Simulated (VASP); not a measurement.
Level of theory: TPSS meta-GGA, VASP's PBE PAW potentials (set 64) (plane waves; VASP).

VASP ran on this input.

KPOINTS:
```
Regular mesh
0
G
 8 8 8
0 0 0
```

**INCAR**
```
SYSTEM = ZnS
PREC = Accurate; ENCUT = 520; LREAL = .False.
LASPH = .True.
EDIFF = 1E-7; NELM = 100; ALGO = Normal
LMAXMIX = 4; LMIXTAU = .True.
ISMEAR = 0; SIGMA = 0.05
METAGGA = TPSS
ISIF = 2
LWAVE = .False.; LCHARG = .False.
```

File POSCAR:
```
ZnS
1
    0.0000000000     2.6585789430     2.6585789430
    2.6585789430     0.0000000000     2.6585789430
    2.6585789430     2.6585789430     0.0000000000
Zn S
1 1
Direct
  0.0000000000   0.0000000000   0.0000000000
  0.2500000000   0.2500000000   0.2500000000
```

POTCAR, in this order: Zn S (PBE.64 set). Program: vasp_std.

The resulting files:

**OSZICAR**
```
       N       E                     dE             d eps       ncg     rms          rms(c)
DAV:   1     0.155710798921E+03    0.15571E+03   -0.14048E+05   754   0.383E+05
DAV:   2    -0.260773297163E+02   -0.18179E+03   -0.17422E+03  1182   0.405E+02
DAV:   3    -0.147079445252E+03   -0.12100E+03   -0.14393E+03  1170   0.123E+02
DAV:   4    -0.999447540532E+02    0.47135E+02   -0.52633E+02  1078   0.554E+01
DAV:   5    -0.163391126139E+03   -0.63446E+02   -0.14997E+03  1058   0.278E+01    0.311E+01
DAV:   6    -0.194810985444E+02    0.14391E+03   -0.18443E+02   884   0.813E+01    0.852E+00
DAV:   7    -0.198514388369E+02   -0.37034E+00   -0.44518E+00   839   0.173E+01    0.510E+00
DAV:   8    -0.198446469241E+02    0.67919E-02   -0.27422E-01   799   0.807E+00    0.184E+00
DAV:   9    -0.199013581381E+02   -0.56711E-01   -0.86613E-02   958   0.660E+00    0.342E-01
DAV:  10    -0.198618644389E+02    0.39494E-01   -0.70998E-02   764   0.439E+00    0.346E-01
DAV:  11    -0.198641771177E+02   -0.23127E-02   -0.32052E-02   754   0.210E+00    0.962E-02
DAV:  12    -0.198837501142E+02   -0.19573E-01   -0.19363E-02   754   0.185E+00    0.912E-02
DAV:  13    -0.198945480281E+02   -0.10798E-01   -0.21116E-03   839   0.647E-01    0.304E-02
DAV:  14    -0.198956397846E+02   -0.10918E-02   -0.68568E-04   799   0.322E-01    0.105E-02
DAV:  15    -0.198958001850E+02   -0.16040E-03   -0.21635E-04   864   0.226E-01    0.191E-02
DAV:  16    -0.198958180685E+02   -0.17883E-04   -0.10529E-05   819   0.398E-02    0.163E-02
DAV:  17    -0.198958431187E+02   -0.25050E-04   -0.12286E-05   772   0.616E-02    0.397E-03
DAV:  18    -0.198958544971E+02   -0.11378E-04   -0.82644E-06   764   0.432E-02    0.305E-03
DAV:  19    -0.198958549577E+02   -0.46061E-06   -0.26998E-07   881   0.652E-03    0.231E-03
DAV:  20    -0.198958559702E+02   -0.10125E-05   -0.53497E-07   779   0.847E-03    0.682E-04
DAV:  21    -0.198958561800E+02   -0.20981E-06   -0.74168E-08   552   0.497E-03    0.936E-04
DAV:  22    -0.198958560599E+02    0.12007E-06   -0.12270E-08   397   0.241E-03    0.583E-04
DAV:  23    -0.198958561087E+02   -0.48789E-07   -0.44842E-09   407   0.189E-03
   1 F= -.19895856E+02 E0= -.19895856E+02  d E =-.136553E-13
```

OUTCAR:
```
------------------------ aborting loop because EDIFF is reached ----------------------------------------
  FORCE on cell =-STRESS in cart. coord.  units (eV):
  Direction    XX          YY          ZZ          XY          YZ          ZX
  --------------------------------------------------------------------------------------
  Total        1.1913078      1.1913078      1.1913078      0.0000000     -0.0000000     -0.0000000
  in kB       50.7873879     50.7873879     50.7873879      0.0000000     -0.0000000     -0.0000000
  external PRESSURE =      50.7873879 kB  Pullay stress =       0.0000000 kB
  volume of cell :       37.58
      direct lattice vectors                 reciprocal lattice vectors
     0.000000000  2.658578943  2.658578943    -0.188070398  0.188070398  0.188070398
     2.658578943  0.000000000  2.658578943     0.188070398 -0.188070398  0.188070398
     2.658578943  2.658578943  0.000000000     0.188070398  0.188070398 -0.188070398
  FREE ENERGIE OF THE ION-ELECTRON SYSTEM (eV)
  ---------------------------------------------------
  free  energy   TOTEN  =       -19.8958561087 eV

  energy  without entropy=      -19.8958561087  energy(sigma->0) =      -19.89585611
```
(Selected blocks of OUTCAR.)

The compound is ZnS in the zinc blende structure. This cell is one point of a volume scan, at 0.94 of the reference volume.
